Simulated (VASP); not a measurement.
Output of a VASP run:

File OUTCAR:
```
 ion  position               nearest neighbor table
   1  0.663  0.337  0.663-   3 2.80   3 2.80   6 2.82   6 2.82   2 2.99   5 3.04   5 3.04   5 3.07
                             2 3.09   2 3.09
   2  0.337  0.663  0.337-   4 2.80   4 2.80   6 2.82   6 2.82   1 2.99   5 3.04   5 3.04   5 3.07
                             1 3.09   1 3.09
   3  0.587  0.913  0.587-   1 2.80   1 2.80   5 2.82   5 2.82   4 2.99   6 3.04   6 3.04   6 3.07
                             4 3.09   4 3.09
   4  0.913  0.587  0.913-   2 2.80   2 2.80   5 2.82   5 2.82   3 2.99   6 3.04   6 3.04   6 3.07
                             3 3.09   3 3.09
   5  0.000  0.000  0.000-   3 2.82   4 2.82   3 2.82   4 2.82   1 3.04   1 3.04   2 3.04   2 3.04
                             2 3.07   1 3.07   6 3.54   6 3.54   6 3.54   6 3.54
   6  0.250  0.250  0.250-   2 2.82   1 2.82   2 2.82   1 2.82   3 3.04   4 3.04   3 3.04   4 3.04
                             4 3.07   3 3.07   5 3.54   5 3.54   5 3.54   5 3.54
  LATTYP: Found a face centered orthorhombic cell.
 ALAT       =     5.3020840000
 B/A-ratio  =     1.7223125850
 C/A-ratio  =     1.7813542750
 Subroutine PRICEL returns:
 Original cell was already a primitive cell.
 Subroutine GETGRP returns: Found  8 space group operations
The static configuration has the point symmetry D_2 .
 The point group associated with its full space group is D_2h.
The dynamic configuration has the point symmetry D_2 .
 Subroutine INISYM returns: Found  8 space group operations
 Subroutine IBZKPT returns following result:
 Found      5 irreducible k-points:

 Following reciprocal coordinates:
            Coordinates               Weight
  0.000000  0.000000  0.000000      1.000000
  0.500000 -0.000000 -0.000000      4.000000
  0.500000  0.500000  0.000000      1.000000
  0.500000  0.000000  0.500000      1.000000
  0.000000  0.500000  0.500000      1.000000
   k-points           NKPTS =      5   k-points in BZ     NKDIM =      5   number of bands    NBANDS=     23
   number of dos      NEDOS =    301   number of ions     NIONS =      6
   total plane-waves  NPLWV =  38400
   dimension x,y,z NGX =    40 NGY =   32 NGZ =   30
   dimension x,y,z NGXF=    80 NGYF=   64 NGZF=   60
   ions per type =               4   2
   PREC   = accura    normal or accurate (medium, high low for compatibility)
   ISTART =      0    job   : 0-new  1-cont  2-samecut
   ICHARG =      2    charge: 1-file 2-atom 10-const
   ISPIN  =      1    spin polarized calculation?
   LNONCOLLINEAR =      F non collinear calculations
   LSORBIT =      F    spin-orbit coupling
   INIWAV =      1    electr: 0-lowe 1-rand  2-diag
   ENCUT  =  300.0 eV  22.05 Ry    4.70 a.u.   9.28  7.65  7.46*2*pi/ulx,y,z
   NELM   =    100;   NELMIN=  2; NELMDL= -5     # of ELM steps
   EDIFF  = 0.1E-05   stopping-criterion for ELM
   LREAL  =      F    real-space projection
   NLSPLINE    = F    spline interpolate recip. space projectors
   LMAXMIX     =    4 max onsite mixed and CHGCAR
   VOSKOWN=      0    Vosko Wilk Nusair interpolation
   EDIFFG = 0.1E-04   stopping-criterion for IOM
   NSW    =      0    number of steps for IOM
   NBLOCK =      1;   KBLOCK =      1    inner block; outer block
   IBRION =     -1    ionic relax: 0-MD 1-quasi-New 2-CG
   NFREE  =      0    steps in history (QN), initial steepest desc. (CG)
   ISIF   =      2    stress and relaxation
   ISYM   =      2    0-nonsym 1-usesym 2-fastsym
   TEIN   =    0.0    initial temperature
   TEBEG  =    0.0;   TEEND  =   0.0 temperature during run
   SMASS  =  -3.00    Nose mass-parameter (am)
   PSTRESS=    0.0 pullay stress
   NELECT =      38.0000    total number of electrons
   EFERMI =   0.00;   METHOD = LEGACY
   ISMEAR =     0;   SIGMA  =   0.27  broadening in eV -4-tet -1-fermi 0-gaus
   IALGO  =     38    algorithm
   LDIAG  =      T    sub-space diagonalisation (order eigenvalues)
   IMIX   =      4    mixing-type and parameters
     AMIX     =   0.40;   BMIX     =  1.00
     AMIX_MAG =   1.60;   BMIX_MAG =  1.00
     AMIN     =   0.10
   GGA     = PE    functional components
   VOSKOWN =     0    Vosko Wilk Nusair interpolation
   LHFCALC =     F    Hartree Fock is set to
   LHFONE  =     F    Hartree Fock one center treatment
   AEXX    =    0.0000 exact exchange contribution
   IVDW    =     0    specifies the selected vdW correction
...
```

**OSZICAR**
```
       N       E                     dE             d eps       ncg     rms          rms(c)
DAV:   1     0.111703308308E+03    0.11170E+03   -0.12910E+04   230   0.991E+02
DAV:   2    -0.269216655564E+02   -0.13862E+03   -0.13602E+03   280   0.238E+02
DAV:   3    -0.366273209749E+02   -0.97057E+01   -0.95665E+01   390   0.438E+01
DAV:   4    -0.368623192056E+02   -0.23500E+00   -0.23481E+00   302   0.725E+00
DAV:   5    -0.368707901881E+02   -0.84710E-02   -0.84708E-02   357   0.114E+00    0.503E+01
DAV:   6    -0.364114888891E+02    0.45930E+00   -0.78688E-01   266   0.476E+00    0.315E+01
DAV:   7    -0.363482383037E+02    0.63251E-01   -0.11607E+00   352   0.535E+00    0.297E+00
DAV:   8    -0.363262088008E+02    0.22030E-01   -0.34233E-01   258   0.292E+00    0.480E-01
DAV:   9    -0.363249095286E+02    0.12993E-02   -0.20766E-02   290   0.740E-01    0.330E-01
DAV:  10    -0.363249193839E+02   -0.98553E-05   -0.12072E-03   373   0.176E-01    0.299E-01
DAV:  11    -0.363248768873E+02    0.42497E-04   -0.54765E-04   326   0.114E-01    0.139E-01
DAV:  12    -0.363248776007E+02   -0.71340E-06   -0.35199E-05   333   0.264E-02    0.850E-02
DAV:  13    -0.363248754960E+02    0.21046E-05   -0.36394E-06   224   0.104E-02    0.440E-02
DAV:  14    -0.363248740371E+02    0.14590E-05   -0.59836E-06   246   0.128E-02    0.246E-03
DAV:  15    -0.363248740487E+02   -0.11577E-07   -0.26310E-07   171   0.326E-03
   1 F= -.36324874E+02 E0= -.36291937E+02  d E =-.658745E-01
```

File OUTCAR:
```
------------------------ aborting loop because EDIFF is reached ----------------------------------------
  FORCE on cell =-STRESS in cart. coord.  units (eV):
  Direction    XX          YY          ZZ          XY          YZ          ZX
  --------------------------------------------------------------------------------------
  Total        0.4921495      1.1347725      0.8134569      0.0000000      0.0000000      0.0000000
  in kB        6.8970839     15.9029355     11.3999516      0.0000000      0.0000000      0.0000000
  external PRESSURE =      11.3999904 kB  Pullay stress =       0.0000000 kB
  volume of cell :      114.33
      direct lattice vectors                 reciprocal lattice vectors
     0.000000000  4.565923000  4.722445000    -0.188605084  0.109506884  0.105877358
     2.651042000  0.000000000  4.722445000     0.188605084 -0.109506884  0.105877358
     2.651042000  4.565923000  0.000000000     0.188605084  0.109506884 -0.105877358
 POSITION                                       TOTAL-FORCE (eV/Angst)
 -----------------------------------------------------------------------------------
      2.65104      6.05898      4.72244         0.000000      0.169331     -0.000000
      2.65104      3.07287      4.72244         0.000000     -0.169331     -0.000000
      3.97656      5.35583      7.08367        -0.000000     -0.169331     -0.000000
      3.97656      8.34194      7.08367        -0.000000      0.169331     -0.000000
      0.00000      0.00000      0.00000        -0.000000     -0.000000     -0.000000
      1.32552      2.28296      2.36122         0.000000     -0.000000      0.000000
 -----------------------------------------------------------------------------------
    total drift:                                0.000000      0.000000      0.000000
  FREE ENERGIE OF THE ION-ELECTRON SYSTEM (eV)
  ---------------------------------------------------
  free  energy   TOTEN  =       -36.3248740487 eV

  energy  without entropy=      -36.2589995275  energy(sigma->0) =      -36.29193679
```
(Selected blocks of OUTCAR.)

POSCAR:
```
YSi2
1
    0.0000000000     4.5659230000     4.7224450000
    2.6510420000     0.0000000000     4.7224450000
    2.6510420000     4.5659230000     0.0000000000
Si Y
4 2
Direct
  0.6635000000   0.3365000000   0.6635000000
  0.3365000000   0.6635000000   0.3365000000
  0.5865000000   0.9135000000   0.5865000000
  0.9135000000   0.5865000000   0.9135000000
  0.0000000000   0.0000000000   0.0000000000
  0.2500000000   0.2500000000   0.2500000000
```

Q: Reconstruct the remaining input files.

A: One answer among several that fit: the input of the run itself, PBE GGA, plane waves, VASP's PBE PAW potentials (set 64).

KPOINTS:
```
Automatic
0
Gamma
 2 2 2
```

### INCAR
```
! general
SYSTEM  = YSi2
PREC    = Accurate
ENCUT   = 300
LREAL   = .FALSE.
LASPH   = .TRUE.

! electronic loop
EDIFF   = 1E-6
NELM    = 100
ALGO    = Normal
LMAXMIX = 4

! smearing
ISMEAR  = 0
SIGMA   = 0.272

! functional
GGA     = PE

! ions
ISIF    = 2

! output
LWAVE   = .FALSE.
LCHARG  = .FALSE.
```

POTCAR, in this order: Si Y_sv (PBE.64 set). Program: vasp_std.

At this cut-off the stress carries a Pulay error, which pulls relaxed volumes low.

The structure was generated: YSi2 was put into an ordered model structure, which need not be its known phase. The cell was not relaxed at this level. The k-mesh is coarse (spacing up to 0.76 per Å, 2π included), so the numbers may not be converged in it. The run is one of a series of settings (KPOINTS 2×2×2 Γ-centred mesh against the base run), some of them coarse on purpose.
